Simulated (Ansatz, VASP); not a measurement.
# Hf (Hafnium): VASP beside Ansatz

Wanted: the spread between two codes on one cell, functional and k mesh. The cell is taken from a series of runs on this material, whose earlier steps may have relaxed, scaled, displaced or heated it; both programs get it as it stands.

Main program and level: Ansatz 0.2.0; plane waves, with VASP 6.6.1 beside it; relaxation of cell and atoms at PBE with D3(BJ).

## (1) The structure

Symmetry: P6_3/mmc, No. 194, hexagonal system. The conventional cell has a = 3.160 Å, b = 3.160 Å, c = 4.995 Å, α = 90.00°, β = 90.00°, γ = 120.00°. Hf has 12 Hf at 3.09 to 3.16 Å nearest.

## (2) Ansatz: relaxation of cell and atoms, PBE with D3(BJ)

Ansatz runs on its PAW soft_1 files.

The relaxed volume is the usual yardstick between codes: in a stiff, nearly cubic crystal its relative difference is about their pressure difference at one cell divided by the bulk modulus.

input.yaml

```yaml
crystal:
  lattice:
    - [3.1604220838, 0.0, 0.0]
    - [-1.5802110419, 2.7370058113, 0.0]
    - [0.0, 0.0, 4.9953798896]
  atoms:
    - { symbol: Hf, position: [0.3333333333, 0.6666666667, 0.25] }
    - { symbol: Hf, position: [0.6666666667, 0.3333333333, 0.75] }
kpoints:
  mp_grid: { grid: [15, 15, 8] }
hamiltonian:
  xc: pbe
  dispersion: d3bj
  pseudopotentials: { kind: paw, azcp: { folder: soft_1 } }
scf:
  occupations: { method: methfessel_paxton, width: 0.2 }
output:
  forces: true
  stress: true
  eigenvalues: true
relax:
  adjacent_minimum: "off"
  f_tol: 0.001
  max_steps: 60
  cell: { stress_tol: 0.01 }
```

On the command line:

```console
$ ansatz run input.yaml --threads 8 --pin off --max-ram 16384MiB --backend cpu --events-out ev --progress --plain --runs-dir out
```

Numbers of over 12 decimals in the logs are rounded to 6 here.

What it wrote:

```text
Engine: ansatz 0.2.0, aarch64-unknown-linux-gnu
Pseudopotentials: kind: paw
Pseudopotential: Hf, paw, valence charge 26, recommended cutoff 420 eV (normal), soft_1/Hf.paw.azcp
Functional definition: PBE
  parameter kappa = 0.804
  parameter beta = 0.066725
  exchange = pbe_x(kappa = kappa, mu = beta*pi^2/3)
  correlation = pbe_c(beta = beta)
Crystal: 2 atoms, lattice volume = 43.211 Å³
Basis set: ecut = 420 eV, 845 PW (Γ), exchange–correlation on 48×48×72 points (8 copies of the dense FFT grid, shifted against one another)
Bands: 32, of which v1, the nominal top of the filled ones, is band 26 counted from 1 (25 counted from 0)
Symmetry: 24 space group operations
Space group: P63/mmc (ITA 194), of the structure as read, at distance tolerance 3.5e-5 Å
k-points: 135 of 1800
Non-local potential: Hf, projectors of the file, l = 0: 3, l = 1: 2, l = 2: 2, l = 3: 3
PAW form: soft (Blöchl's): semilocal exchange-correlation on the pseudo side does not see the compensation charge
PAW one-centre angular grid: Hf, 590 points (default); XC on 64 Gauss nodes
Initial density: superposition of atomic densities (chi_scale 0.1, normalization cell)
Initial wavefunctions: pseudopotential atomic-orbital guess
Functional: x = pbe(κ = 0.804, μ = 0.219515), c = pbe(β = 0.066725)
SCF iter   1: F=—  HF=-31445.534988 eV  |F-HF|=—  |Δ(HF+E_count)|=         —  Δρ=3.60e-2  dr2=6.59e-1  ethr=3.10e-3  ⟨swp⟩=4.9  Hψ=14684  notcnv=0
preconditioner: auto → Kerker (q_TF=auto, 2.814 Å⁻¹)  [metal: Δε(μ)=0.012 eV  Ē_g=16.941 eV  σ=0.200 eV  W_gap=0.05  n_scr=22 (ndim 8)  ℏωp=39.1 eV  f_vac=0.000  D(μ)=1.26/eV (n_scr^D=2)]
SCF iter   2: F=—  HF=-31445.407311 eV  |F-HF|=—  |Δ(HF+E_count)|=   1.28e-1  S|Δr|=    0.00e0  Δρ=2.29e-2  dr2=2.63e-1  ethr=1.27e-3  ⟨swp⟩=3.0  Hψ=8537  notcnv=0  defer=71
SCF iter   3: F=—  HF=-31445.366357 eV  |F-HF|=—  |Δ(HF+E_count)|=   4.10e-2  S|Δr|=    0.00e0  Δρ=9.50e-3  dr2=4.59e-2  ethr=5.06e-4  ⟨swp⟩=2.0  Hψ=6737  notcnv=0  defer=68
SCF iter   4: F=—  HF=-31445.319594 eV  |F-HF|=—  |Δ(HF+E_count)|=   4.68e-2  S|Δr|=    0.00e0  Δρ=3.27e-3  dr2=2.29e-3  ethr=8.82e-5  ⟨swp⟩=2.0  Hψ=7779  notcnv=0  defer=68
SCF iter   5: F=—  HF=-31445.320659 eV  |F-HF|=—  |Δ(HF+E_count)|=   1.06e-3  S|Δr|=    0.00e0  Δρ=7.11e-4  dr2=2.09e-4  ethr=4.40e-6  ⟨swp⟩=2.7  Hψ=7651  notcnv=0  defer=66
SCF iter   6: F=—  HF=-31445.320811 eV  |F-HF|=—  |Δ(HF+E_count)|=   1.52e-4  S|Δr|=    0.00e0  Δρ=1.49e-4  dr2=7.39e-6  ethr=4.01e-7  ⟨swp⟩=2.0  Hψ=7770  notcnv=0  defer=66
SCF iter   7: F=—  HF=-31445.320807 eV  |F-HF|=—  |Δ(HF+E_count)|=   3.66e-6  S|Δr|=    0.00e0  Δρ=3.65e-5  dr2=5.90e-7  ethr=1.42e-8  ⟨swp⟩=2.4  Hψ=8065  notcnv=0  defer=67
SCF iter   8: F=-31445.320807 eV  HF=-31445.320807 eV  |F-HF|=9.00e-9  |Δ(HF+E_count)|=   4.28e-8  S|Δr|=    0.00e0  Δρ=7.25e-6  dr2=2.28e-8  ethr=1.92e-10  ⟨swp⟩=10.0  Hψ=23917  notcnv=0
SCF 1 converged in 8 iterations: F = -31445.320807 eV  dr2 = 2.28e-8
  greatest PAW one-centre occupation: 0.999 electrons in one spin orbital (limit 2), on the Hf atom at site 1 (counted from 0), in its partial waves of l = 0
relax step   1: F+E_penalty+E_count = -31445.32080694 eV  Δ(F+E_penalty+E_count) = +0.000e0 eV  max|allowed force component| = 2.035e-16 eV/Å  Δτ_max = 0.0000 Å  P = +1.247 GPa  Ω = 43.211 Å³  (8 SCF iters, dr2 threshold 1.00e-7 eV, accepted)
[...]
relax step   3: F+E_penalty+E_count = -31445.32247414 eV  Δ(F+E_penalty+E_count) = -1.667e-3 eV  max|allowed force component| = 2.313e-16 eV/Å  Δτ_max = 0.0000 Å  P = -0.025 GPa  Ω = 43.692 Å³  energy of the carried Pulay correction = -1.593e-4 eV  (9 SCF iters, accepted)
[...]
relax step   4: F+E_penalty+E_count = -31445.32247820 eV  Δ(F+E_penalty+E_count) = -4.060e-6 eV  max|allowed force component| = 2.868e-16 eV/Å  Δτ_max = 0.0000 Å  P = -0.000 GPa  Ω = 43.682 Å³  energy of the carried Pulay correction = -1.561e-4 eV  (3 SCF iters, dr2 threshold 2.05e-9 eV, accepted)
[...]
relax step   5: F+E_penalty+E_count = -31445.32263456 eV  Δ(F+E_penalty+E_count) = -1.564e-4 eV  max|allowed force component| = 1.943e-16 eV/Å  Δτ_max = 0.0000 Å  P = +0.002 GPa  Ω = 43.682 Å³  stress off target by 4.34e-3 GPa  SCF on the basis re-selected at this cell (its energy is not comparable with the rows above)  (7 SCF iters)
basis re-selected at this cell: Δ(F+E_penalty+E_count) = -1.564e-4 eV, ΔP = +0.002 GPa vs the last step (what re-selecting the basis moved, of the pressure what is left beyond the Pulay correction that the steps carried, after the strain that the cell walked since its last selection, with what the two solves' SCF thresholds leave and, on support functions, any second-order correction that the steps lacked; it is no m [...]
SCF converged after 7 iterations
Stability not checked: this state was not tested for a lower state beside it, because cold or Methfessel-Paxton smearing, or corrected tetrahedra, fill the levels in a way that the test cannot read (fill_not_monotonic; see scf.lower_state_search)
Free energy (F): -31445.322635 eV
Harris-Foulkes:  -31445.322635 eV  (|F-HF|=7.28e-12)
Internal energy: -31445.326778 eV  (E = F + TS)
E sigma→0 (E₀):  -31445.323670 eV
Entropy (-TS):   0.004143 eV (2.072 meV/atom)
Fermi energy:    18.663097 eV
--- Per-component energies (eV) ---
  E_band       = 9.239330
  E_kinetic    = 819.905261
  E_local      = -12494.586725  (includes V_loc(G=0)·N_el)
  E_nonlocal   = 115.673138
  E_hartree    = 6097.776662
  E_xc         = -534.027952
  E_vxc        = -510.748594  (∫ρ·V_xc dr)
  E_paw        = -15393.063998  (= ΣΔE_a)
  E_vpaw       = -116.557269  (= ΣTr[D̂ρ^β])
  E_aug_tail   = 0.000161  (compensation charges beyond the density's cutoff)
  E_ewald      = -10056.079626
  E_disp       = -0.923699  (pairwise vdW)
  E_smearing   = 0.004143  (= −TS)
  E_closure    = -0.000000  (closes the sum)
  Σ components = -31445.322635   (vs F -31445.322635, Δ=0.00e0)
--- Forces (eV/Å), atoms counted from 1 ---
  atom   1  Hf    -0.00000000    -0.00000000    -0.00000000
  atom   2  Hf     0.00000000     0.00000000     0.00000000
  max |Σ_I F_I| component: 5.55e-17 eV/Å
--- Stress (GPa, compression-positive) ---
        0.000094       0.000000       0.000000
       -0.000000       0.000094       0.000000
        0.000000       0.000000       0.004336
  P = ⅓ Tr σ = 0.0015 GPa (0.015 kbar)
--- Band table (eV; the first three rows and the last of 135) ---
  k-point 0: bands = [... 22 lower, 11.1839, 14.8604, 19.3719, 19.8252, 19.8252, 20.1193, 20.6761, 20.6761, ... 2 higher]
  k-point 1: bands = [... 22 lower, 11.3322, 14.7913, 19.1571, 19.7399, 19.7399, 19.9894, 20.5522, 20.5522, ... 2 higher]
  k-point 2: bands = [... 22 lower, 11.7604, 14.5234, 18.7694, 19.6175, 19.6175, 19.6422, 20.2624, 20.2624, ... 2 higher]
  k-point 134: bands = [... 22 lower, 16.8440, 16.8440, 17.1480, 17.1480, 18.4706, 18.4706, 21.2181, 21.2181, ... 2 higher]
--- Relaxed structure (4 steps of the walk, 3 accepted, 1 SCFs on fresh bases) ---
  F+E_penalty+E_count = -31445.32263456 eV   max|allowed force component| = 1.943e-16 eV/Å   (the final SCF, on the basis selected at the relaxed cell)
  cell:  # Å, volume = 43.6824 Å³
    - [3.171305, 0.0, 0]
    - [-1.585653, 2.746431, 0]
    - [0, 0, 5.015336]
  atoms:
    - { symbol: Hf, position: [0.333333, 0.666667, 0.25] }
    - { symbol: Hf, position: [0.666667, 0.333333, 0.75] }
```

Reading the cycles: dr2 is the Hartree energy of the density residual (eV), the measure of convergence; HF is the Harris–Foulkes estimate of the energy, which meets the free energy F at convergence.

## (3) VASP: relaxation of cell and atoms, PBE with D3(BJ)

The same cell, functional, mesh and smearing now go to VASP, with its own data sets.

Lines of VASP's logs that name or quote its potential files are left out, and so is its time.

INCAR

```
SYSTEM = Hf
PREC = Accurate
ENCUT = 500
EDIFF = 1E-07
NELM = 120
ISMEAR = 1
SIGMA = 0.2
LREAL = .FALSE.
ALGO = Normal
GGA = PE
IVDW = 12
NBANDS = 16
LASPH = .TRUE.
LORBIT = 11
LWAVE = .FALSE.
LCHARG = .FALSE.
ISIF = 3
IBRION = 2
NSW = 80
EDIFFG = -0.005
GGA_COMPAT = .FALSE.
NELMIN = 4
KPAR = 2
```

POSCAR

```
Hf
1.0
    3.1604220000      0.0000000000      0.0000000000
   -1.5802110000      2.7370060000      0.0000000000
    0.0000000000      0.0000000000      4.9953800000
Hf
2
Direct
    0.3333333942      0.6666667885      0.2500000000
    0.6666666058      0.3333332115      0.7500000000
```

KPOINTS

```
Automatic mesh
0
Gamma
15 15 8
0 0 0
```

The projector-augmented-wave data sets are Hf_pv (PBE family, release 64).

On the command line:

```console
$ mpirun -np 2 vasp_std
```

What it wrote:

```text
[banner, memory and clock lines left out]
running    2 mpi-ranks, on    1 nodes
 distrk:  each k-point on    1 cores,    2 groups
 distr:  one band on    1 cores,    1 groups

 POSCAR found type information on POSCAR Hf
 POSCAR found :  1 types and       2 ions
 LDA part: xc-table for (Slater+PW92), standard interpolation
 POSCAR, INCAR and KPOINTS ok, starting setup
 FFT: planning ... GRIDC
 FFT: planning ... GRID_SOFT
 FFT: planning ... GRID
 WAVECAR not read
 entering main loop
       N       E                     dE             d eps       ncg     rms          rms(c)
DAV:   1     0.463226940294E+02    0.46323E+02   -0.11229E+04  4344   0.115E+03
DAV:   2    -0.189686231747E+02   -0.65291E+02   -0.63878E+02  5696   0.249E+02
DAV:   3    -0.204912120396E+02   -0.15226E+01   -0.15174E+01  5752   0.261E+01
DAV:   4    -0.205026151574E+02   -0.11403E-01   -0.11400E-01  5384   0.276E+00
DAV:   5    -0.205027523253E+02   -0.13717E-03   -0.13716E-03  5656   0.252E-01    0.667E+01
DAV:   6    -0.200100506338E+02    0.49270E+00   -0.45383E-01  5192   0.466E+00    0.396E+01
DAV:   7    -0.198360072785E+02    0.17404E+00   -0.77931E-01  5304   0.586E+00    0.189E+00
DAV:   8    -0.198264857944E+02    0.95215E-02   -0.49800E-02  5016   0.155E+00    0.278E-01
DAV:   9    -0.198265925692E+02   -0.10677E-03   -0.10592E-03  5968   0.241E-01    0.189E-01
DAV:  10    -0.198265798621E+02    0.12707E-04   -0.55697E-05  5088   0.533E-02    0.228E-01
DAV:  11    -0.198265833382E+02   -0.34760E-05   -0.61001E-06  5648   0.189E-02    0.104E-02
DAV:  12    -0.198265833747E+02   -0.36538E-07   -0.42914E-07  5152   0.450E-03
   1 F= -.20760394E+02 E0= -.20761733E+02  d E =-.207604E+02
 curvature:   0.00 expect dE= 0.000E+00 dE for cont linesearch  0.000E+00
 trial: gam= 0.00000 g(F)=  0.141E-43 g(S)=  0.340E-02 ort = 0.000E+00 (trialstep = 0.100E+01)
 search vector abs. value=  0.340E-02
 bond charge predicted
       N       E                     dE             d eps       ncg     rms          rms(c)
DAV:   1    -0.198615196864E+02   -0.34936E-01   -0.50320E-01  4320   0.549E+00    0.173E+00
DAV:   2    -0.198463913888E+02    0.15128E-01   -0.30663E-02  4408   0.130E+00    0.461E-01
DAV:   3    -0.198418015844E+02    0.45898E-02   -0.87459E-03  4672   0.632E-01    0.230E-01
DAV:   4    -0.198412697245E+02    0.53186E-03   -0.12566E-03  5360   0.248E-01    0.182E-01
DAV:   5    -0.198412281118E+02    0.41613E-04   -0.10048E-04  5752   0.549E-02    0.289E-02
DAV:   6    -0.198412278621E+02    0.24966E-06   -0.36047E-06  5600   0.122E-02    0.104E-02
DAV:   7    -0.198412279130E+02   -0.50928E-07   -0.14824E-07  4888   0.258E-03
   2 F= -.20759974E+02 E0= -.20761346E+02  d E =0.420363E-03
 trial-energy change:    0.000420  1 .order    0.000389   -0.003398    0.004177
 step:   0.4425(harm=  0.4486)  dis= 0.00000  next Energy=   -20.761143 (dE=-0.749E-03)
 bond charge predicted
       N       E                     dE             d eps       ncg     rms          rms(c)
DAV:   1    -0.198403302484E+02    0.89761E-03   -0.15643E-01  4320   0.306E+00    0.950E-01
DAV:   2    -0.198356305594E+02    0.46997E-02   -0.93945E-03  4376   0.725E-01    0.257E-01
DAV:   3    -0.198341934941E+02    0.14371E-02   -0.27923E-03  4656   0.360E-01    0.133E-01
DAV:   4    -0.198340405443E+02    0.15295E-03   -0.36458E-04  5344   0.135E-01    0.106E-01
DAV:   5    -0.198340348958E+02    0.56485E-05   -0.31872E-05  5744   0.310E-02    0.164E-02
DAV:   6    -0.198340356342E+02   -0.73845E-06   -0.11153E-06  5632   0.678E-03    0.558E-03
DAV:   7    -0.198340354372E+02    0.19707E-06   -0.39626E-08  3128   0.137E-03    0.890E-04
DAV:   8    -0.198340354481E+02   -0.10962E-07   -0.34431E-09  2456   0.427E-04
   3 F= -.20761142E+02 E0= -.20762497E+02  d E =-.747705E-03
 curvature:  -0.22 expect dE=-0.219E-06 dE for cont linesearch -0.497E-07
 trial: gam=-0.00779 g(F)=  0.158E-41 g(S)=  0.976E-06 ort = 0.274E-04 (trialstep = 0.889E+00)
 search vector abs. value=  0.755E-06
 reached required accuracy - stopping structural energy minimisation
```

From OUTCAR (step 3):

```text
ion  position               nearest neighbor table
   1  0.333  0.667  0.250-   2 3.09   2 3.09   2 3.09   2 3.09   2 3.09   2 3.09
   2  0.667  0.333  0.750-   1 3.09   1 3.09   1 3.09   1 3.09   1 3.09   1 3.09

  LATTYP: Found a hexagonal cell.
 ALAT       =     3.1604220000
 C/A-ratio  =     1.5806053749

 Subroutine GETGRP returns: Found 24 space group operations
 (whereof 12 operations were pure point group operations)

The static configuration has the point symmetry D_3d.
 The point group associated with its full space group is D_6h.

 Found    135 irreducible k-points:

   k-points           NKPTS =    135   k-points in BZ     NKDIM =    135   number of bands    NBANDS=     16

   dimension x,y,z NGX =    24 NGY =   24 NGZ =   36
   dimension x,y,z NGXF=    48 NGYF=   48 NGZF=   72

   ENCUT  =  500.0 eV  36.75 Ry    6.06 a.u.   5.76  5.76  9.11*2*pi/ulx,y,z

   NELECT =      20.0000    total number of electrons

 k-points in reciprocal lattice and weights: Automatic mesh
   0.00000000  0.00000000  0.00000000       0.001
   0.06666667 -0.00000000  0.00000000       0.003
   0.13333333 -0.00000000  0.00000000       0.003
   0.20000000 -0.00000000  0.00000000       0.003
   0.26666667 -0.00000000  0.00000000       0.003
   0.33333333 -0.00000000  0.00000000       0.003
   0.40000000  0.00000000  0.00000000       0.003
   0.46666667 -0.00000000  0.00000000       0.003
   0.06666667  0.06666667  0.00000000       0.003
[...]
0.33333333  0.26666667  0.50000000       0.007
   0.33333333  0.33333333  0.50000000       0.001

 Edisp (eV)   -0.91875

 average (electrostatic) potential at core
       1 -37.0977       2 -37.0977

 E-fermi :   5.1290

 k-point     1 :       0.0000    0.0000    0.0000
  band No.  band energies     occupation
    ...
      4     -24.9935      2.00000
      5     -24.9878      2.00000
      6     -24.9878      2.00000
      7      -2.3618      2.00000
      8       1.3215      2.00000
      9       5.8640     -0.00000
     10       6.3003     -0.00000
     11       6.3003     -0.00000
     12       6.5993     -0.00000
     13       7.1564     -0.00000
    ...

 k-point     2 :       0.0667   -0.0000    0.0000
  band No.  band energies     occupation
    ...
      4     -25.0166      2.00000
      5     -24.9993      2.00000
      6     -24.9914      2.00000
      7      -2.2224      2.00000
      8       1.4588      2.00000
      9       5.6695     -0.00089
     10       5.9206     -0.00000
     11       6.4314     -0.00000
     12       6.8865     -0.00000
     13       7.0121     -0.00000
    ...

 k-point     3 :       0.1333   -0.0000    0.0000
  band No.  band energies     occupation
    ...
      5     -25.0168      2.00000
      6     -25.0019      2.00000
      7      -1.8180      2.00000
      8       1.8428      2.00000
      9       5.1661      0.69255
     10       5.3511     -0.06621
     11       6.5978     -0.00000
     12       6.8202     -0.00000
     13       7.2482     -0.00000
     14       7.3298     -0.00000
    ...

 Edisp (eV)   -0.92711

  Total       0.00403     0.00403    -0.00284     0.00000     0.00000    -0.00000
  in kB       0.14824     0.14824    -0.10455     0.00000     0.00000    -0.00000
  external pressure =        0.06 kB  Pullay stress =        0.00 kB

  energy-cutoff  :      500.00
  volume of cell :       43.51
      direct lattice vectors                 reciprocal lattice vectors
     3.167752592  0.000000000 -0.000000000     0.315681219  0.182258619  0.000000000
    -1.583876296  2.743354481 -0.000000000    -0.000000000  0.364517239  0.000000000
    -0.000000000 -0.000000000  5.006869632     0.000000000  0.000000000  0.199725592

 POSITION                                       TOTAL-FORCE (eV/Angst)
 -----------------------------------------------------------------------------------
     -0.00000      1.82890      1.25172        -0.000000     -0.000000      0.000000
      1.58388      0.91445      3.75515         0.000000      0.000000      0.000000
 -----------------------------------------------------------------------------------
    total drift:                               -0.000001     -0.000032     -0.000001

  FREE ENERGIE OF THE ION-ELECTRON SYSTEM (eV)
  ---------------------------------------------------
  free  energy   TOTEN  =       -20.7611420149 eV

  energy  without entropy=      -20.7652064424  energy(sigma->0) =      -20.76249682

 reached required accuracy - stopping structural energy minimisation

 total charge
# of ion       s       p       d       tot
------------------------------------------
    1        0.400   6.400   1.581   8.381
    2        0.400   6.400   1.581   8.381
--------------------------------------------------
tot          0.800  12.800   3.161  16.761

[... 3 further parts left out ...]
```

CONTCAR:

```
Hf
   1.00000000000000
     3.1677525919166802    0.0000000000000000   -0.0000000000000000
    -1.5838762959583401    2.7433544806430210   -0.0000000000000000
    -0.0000000000000000   -0.0000000000000000    5.0068696315870893
  Hf
     2
Direct
     0.3333333941999967    0.6666667885000024    0.2500000000000000
     0.6666666058000033    0.3333332114999976    0.7500000000000000
```

Dispersion corrections of this kind ignore metallic screening and tend to overbind metals.

## (4) Side by side

Known differences besides the potentials themselves: the data sets hold 52 valence electrons in Ansatz (on its PAW soft_1 files) and 20 in VASP; the cutoff is 420 eV in Ansatz and 500 eV in VASP; Ansatz adds a Pulay correction to the stress that steers its cell, VASP none. Total energies have different zeros and are not compared.

The two programs side by side:

```tsv
quantity	Ansatz	VASP	difference
volume (Å³)	43.68	43.51	+0.39 %
edge a after relaxation, in the typed setting (Å)	3.171	3.168	+0.11 %
edge c after relaxation, in the typed setting (Å)	5.015	5.007	+0.17 %
```

## (5) Summary of results

```yaml
difference_in_volume_relaxation_of_cell_and_atoms_pbe_with_d3_bj: 0.39 %
```

The difference in volume is 0.39 % (relaxation of cell and atoms, PBE with D3(BJ)), within the 1.2 % picked in this series as the mark of a large difference, as far as the stopping tolerances let one tell. The data sets hold unlike numbers of valence electrons (52 in Ansatz and 20 in VASP), so part of the differences comes from the potentials. 2 further runs of this series are not shown here. How closely two codes agree says nothing of how well the functional describes the real material.

[Lines on the potential files, build, host, timing and source positions are cut from VASP's logs without a mark.]

[Logs are printed without paths, hosts, clocks, repeated set-up lines and the standing remarks that a program may print on its own settings, such as how far it seeks lower states.]

[Hosts, paths, dates, database ids (printed as entryN), source tags and the programs' standing remarks are cut or masked in the printed files.]
